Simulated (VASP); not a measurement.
Data:

```xyz
4
Lattice="2.0813 1.2017 6.8085 -2.0813 1.2017 6.8085 0.0000 -2.4033 6.8085" Properties=species:S:1:pos:R:3 pbc="T T T"
In     0.0000     0.0000    12.7569
Ga     0.0000     0.0000     2.5512
As     0.0000     0.0000     0.1059
As     0.0000     0.0000    10.1176
```

Method: r2SCAN meta-GGA, VASP's PBE PAW potentials (set 64) (plane waves; VASP 6.6.1). Settings: 400 eV cut-off, 6×6×6 Γ-centred mesh, Gaussian smearing of 0.050 eV, potentials In_d Ga_d As.

Unless said otherwise, spin-orbit coupling is left out, though it shifts the bands of the heavy elements here.

### Question
Predict the energy per atom (σ→0), band gap (on the k-mesh) with the smallest direct gap where there is one.

### Answer

- band gap (on the k-mesh) = 0.13 eV
- smallest direct gap (on the k-mesh) = 0.13 eV
- energy per atom (σ→0) = -16.240 eV/atom

The structure comes from a computed database's InGaAs2 entry (R3m); how it stands against other phases isn't given here. It was relaxed first. The start is the result of an earlier pass.
